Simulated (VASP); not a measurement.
ZnB:

```xyz
2
Lattice="2.8074 0.0000 0.0000 0.0000 2.8074 0.0000 0.0000 0.0000 2.8074" Properties=species:S:1:pos:R:3 pbc="T T T"
Zn    0.0000    0.0000    0.0000
B     1.4037    1.4037    1.4037
```

The cell was built by a generator and needn't be a form met in nature.

Base run:

```yaml
Program: VASP 6.6.1
Functional: BLYP
Potentials_or_basis: VASP PAW PBE potentials, release 64 (Zn, B)
Cutoff: 520 eV
k_mesh: 9 × 9 × 9
Occupations: fermi-dirac, width 0.05 eV
Spin: no spin polarisation
```

Its results: pressure 8.5 GPa.

**Question.** The run is repeated on the same cell with these changes: functional from BLYP to PBE. What comes out?

**Answer.** Pressure 0.6 GPa.

PBE binds more tightly than BLYP, so the same cell stands under less pressure.

Caveats: the PAW data sets were made with another functional, which shifts forces and pressure a little (some runs).
